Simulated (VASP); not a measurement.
# MgZr2O3: single point with r2SCAN

The system is MgZr2O3.

```
Mg Zr O
1.0
    -1.50095    2.23395    5.09399
     1.50095   -2.23395    5.09399
     1.50095    2.23395   -5.09399
Mg Zr O
1 2 3
Direct
  0.00000 0.00000 0.00000
  0.67737 0.67737 0.00000
  0.32262 0.32262 0.00000
  0.85943 0.35943 0.50000
  0.14057 0.64057 0.50000
  0.50000 0.00000 0.50000
```

The cell was built by a generator and needn't be a form met in nature.

```json
{"Program": "VASP 6.6.1", "Task": "single point", "Functional": "r2SCAN", "Potentials or basis": "VASP PAW PBE potentials, release 64 (Mg, Zr_sv, O)", "Cutoff": "520 eV", "k mesh": "12 × 12 × 12", "Occupations": "gaussian, width 0.1 eV", "Spin": "no spin polarisation", "Further INCAR settings": "ALGO = Normal; EDIFF = 1e-06"}
```

The pressure is -3.7 GPa and the largest force is 0.170 eV/Å. The band gap on the k mesh is none (metal or under the smearing width).

Forces in eV/Å, atoms in the order of the input:
```
Mg   0.000  0.000  0.000
Zr   0.000  0.000 -0.004
Zr   0.000  0.000  0.004
O    0.000  0.000  0.170
O    0.000  0.000 -0.170
O    0.000  0.000  0.000
```

Stress tensor (GPa, compression positive):
```
-4.66  0.00  0.00
 0.00 -3.63  0.00
 0.00  0.00 -2.71
```

Levels at points of the mesh, in eV from the Fermi level:
| k point | band 19 | band 20 | band 21 | band 22 | band 23 | band 24 | band 25 | band 26 |
| --- | --- | --- | --- | --- | --- | --- | --- | --- |
| (0.00, 0.00, 0.00) | -5.09 | -4.82 | -1.69 | -1.28 | -0.68 | 1.15 | 1.21 | 2.76 |
| (0.50, 0.00, 0.00) | -5.62 | -5.19 | -1.94 | -1.08 | 1.86 | 1.95 | 2.56 | 2.90 |
| (0.00, 0.50, 0.00) | -5.78 | -5.75 | -2.72 | -1.89 | 2.83 | 2.98 | 3.06 | 3.65 |
| (0.50, 0.50, 0.00) | -5.92 | -5.49 | 0.16 | 0.40 | 0.91 | 1.28 | 2.79 | 3.82 |
| (0.50, 0.50, 0.50) | -5.40 | -5.21 | -2.97 | -0.52 | 0.27 | 1.29 | 2.40 | 2.76 |

Wall time 22 min on 4 MPI ranks on AMD EPYC 9R45 (Zen 5), on a shared host, peak memory 0.7 GiB a rank.

Caveat: the PAW data sets were made with another functional, which shifts forces and pressure a little.
